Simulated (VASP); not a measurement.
Write the native input for VASP 6.6.1 that does the following.

- Task: single point
- Functional: PBE
- Potentials or basis: VASP PAW PBE potentials, release 64 (Hg, F)
- Cutoff: 520 eV
- k mesh: 1 × 1 × 1
- Occupations: gaussian, width 0.01 eV
- Spin: non-collinear spin, zero start, spin-orbit coupling
- Starting moments: [[0.0, 0.0, 0.0], [0.0, 0.0, 0.0], [0.0, 0.0, 0.0], [0.0, 0.0, 0.0], [0.0, 0.0, 0.0], [0.0, 0.0, 0.0]] μB
- Dipole correction: no
- Further INCAR settings: ALGO = Normal; EDIFF = 1e-06; NBANDS = 68

The structure of Hg2F4 (Hg2(F)2(F)2) lies in POSCAR:

```
HgF2
1.0
   11.7500000000      0.0000000000      0.0000000000
    0.0000000000      9.0000000000      0.0000000000
    0.0000000000      0.0000000000     16.0900000000
Hg F
2 4
Direct
    0.4646280900      0.5000000000      0.6118371700
    0.5351353200      0.5000000000      0.3883679300
    0.6167846800      0.5000000000      0.4962604100
    0.3829787200      0.5000000000      0.5039446900
    0.5357693600      0.5000000000      0.7205282800
    0.4639940400      0.5000000000      0.2796768200
```

The cell isn't the ideal one: plane waves, soc.

These files were run (other wordings do the same):

INCAR

```
SYSTEM = HgF2
PREC = Accurate
ENCUT = 520
EDIFF = 1E-6
ISMEAR = 0
SIGMA = 0.01
LREAL = .False.
LASPH = .True.
NELM = 150
ALGO = Normal
ISIF = 2
LWAVE = .False.
LCHARG = .True.
MAGMOM = 0 0 0 0 0 0 0 0 0 0 0 0 0 0 0 0 0 0
LORBIT = 11
LSORBIT = .True.
GGA_COMPAT = .False.
LORBMOM = .True.
GGA = PE
LVHAR = .True.
NBANDS = 68
```

KPOINTS

```
Automatic mesh
0
Gamma
  1 1 1
  0 0 0
```

Potentials or basis: VASP PAW PBE potentials, release 64 (Hg, F).

Run with:

```sh
$ cat potpaw_PBE.64/Hg/POTCAR potpaw_PBE.64/F/POTCAR > POTCAR
$ mpirun -np 1 vasp_ncl > vasp.out
```

Results of the run:

- Largest force: 0.433 eV/Å
- Net moment: 0.00 μB per cell
- Valence electrons inside the program's atomic spheres: Hg 10.39; F 6.03, 6.01

Run time: 14 min on 1 thread of Intel(R) Xeon(R) 6975P-C (Granite Rapids), with other jobs on the host, peak memory 3.9 GiB.
